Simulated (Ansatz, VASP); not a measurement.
## Two plane-wave programs on AlSb2Br2

```
Al Sb Br
1.0
     4.61796    0.00000    0.00000
    -2.30898    3.99927    0.00000
     0.00000    0.00000    7.84038
Al Sb Br
1 2 2
Direct
  0.00000 0.00000 0.00000
  0.33333 0.66667 0.62000
  0.66667 0.33333 0.38000
  0.33333 0.66667 0.26000
  0.66667 0.33333 0.74000
```

Alike in both runs: task relaxation of cell and atoms; functional PBE; k mesh 6 × 6 × 2; occupations gaussian, width 0.1 eV; no spin polarisation.

|  | VASP | Ansatz |
| --- | --- | --- |
| version | VASP 6.6.1 | Ansatz 0.2.0 |
| potentials or method | VASP PAW PBE potentials, release 64 (Al, Sb, Br) | scalar-relativistic, plane waves, PAW |
| plane-wave cutoff (eV) | 600 | 420 |
| valence electrons in the cell | 27 | 47 |

Ansatz gave:

```
gap on the k mesh at the Fermi level, each at its own relaxed structure (eV) : none
relaxed volume (Å³/atom)                                                     : 37.13
relaxed cell length with the largest relative difference (Å)                 : 12.818
energy change over the relaxation (meV/atom)                                 : -1198
```

Problem. Which values does VASP return?

Solution. gap on the k mesh at the Fermi level, each at its own relaxed structure (eV): none; relaxed volume (Å³/atom): 34.91; relaxed cell length with the largest relative difference (Å): 12.073; energy change over the relaxation (meV/atom): -1186.

A gap of «none» marks a metal or a gap that the smearing closes. One of these differences is far larger than is usual between the two programs; its cause wasn't traced. The two sets of potentials don't hold the same shells in valence.

Caveats: the k mesh is coarse (spacing up to 0.40 Å⁻¹), so the values aren't converged; the volume moved by over 15 % at a fixed basis, so the end points are rough (VASP); this functional lacks dispersion, which binds the layers, so the pressure and a relaxed spacing across them are unreliable, and here the layers came unbound; an odd number of electrons without spin polarisation forces a metal; a magnetic or distorted state may lie lower. Spin-orbit coupling is left out, which matters for the levels of Sb.
